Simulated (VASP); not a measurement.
An input for Quantum ESPRESSO's pw.x (written as the equivalent of a VASP run, and not itself run):

```
&CONTROL
  calculation = 'vc-relax'
  pseudo_dir = './pseudo'
  outdir = './out'
  tprnfor = .true.
  tstress = .true.
  nstep = 40
  forc_conv_thr = 0.00078
/
&SYSTEM
  ibrav = 0
  nat = 6
  ntyp = 2
  ecutwfc = 84
  occupations = 'smearing'
  smearing = 'gaussian'
  degauss = 0.003675
  input_dft = 'pbe'
/
&ELECTRONS
  conv_thr = 7.3e-08
  electron_maxstep = 100
/
&IONS
/
&CELL
  press = 50
/
ATOMIC_SPECIES
  Zn 65.380 Zn.upf
  F 18.998 F.upf
CELL_PARAMETERS angstrom
     4.7084463    0.0000000    0.0000000
     0.0000000    4.7084463    0.0000000
     0.0000000    0.0000000    3.1546134
ATOMIC_POSITIONS crystal
  Zn   0.0000000  0.0000000  0.0000000
  Zn   0.5000000  0.5000000  0.5000000
  F    0.3027560  0.3027560  0.0000000
  F    0.8027560  0.1972440  0.5000000
  F    0.1972440  0.8027560  0.5000000
  F    0.6972440  0.6972440  1.0000000
K_POINTS automatic
  5 5 7 0 0 0
```

Q: Translate this input to VASP (INCAR, KPOINTS, POSCAR, choice of POTCAR).

A: Several could match; the one computed here: 
File POSCAR:
```
ZnF2
1
    4.7084463394     0.0000000000     0.0000000000
    0.0000000000     4.7084463394     0.0000000000
    0.0000000000     0.0000000000     3.1546134356
Zn F
2 4
Direct
  0.0000000000   0.0000000000   0.0000000000
  0.5000000000   0.5000000000   0.5000000000
  0.3027560211   0.3027560211   0.0000000000
  0.8027560211   0.1972439789   0.5000000000
  0.1972439789   0.8027560211   0.5000000000
  0.6972439789   0.6972439789   1.0000000000
```

KPOINTS:
```
Regular mesh
0
gamma
  5 5 7
```

### INCAR
```
ALGO=Normal
EDIFF=1E-6
EDIFFG=-0.02
ENCUT=620
GGA=PE
IBRION=2
ISIF=3
ISMEAR=0
LASPH=.TRUE.
LCHARG=.FALSE.
LMAXMIX=4
LREAL=.FALSE.
LWAVE=.FALSE.
NELM=100
NSW=40
PREC=Accurate
PSTRESS=50
SIGMA=0.05
SYSTEM=ZnF2
```

POTCAR, in this order: Zn F (PBE.64 set). Program: vasp_std.

What does not carry over: the potentials are each code's own (VASP's PAW set, PseudoDojo norm-conserving files in pw.x), so ENCUT and ecutwfc are chosen apart and not converted; conv_thr bounds pw.x's estimated SCF error, while EDIFF bounds the energy change between steps; forc_conv_thr acts on force components and is met together with etot_conv_thr.

The compound is ZnF2 in the rutile structure. This run relaxes it under an external pressure of 5 GPa. Symmetry was kept, so distortions that lower it aren't found.
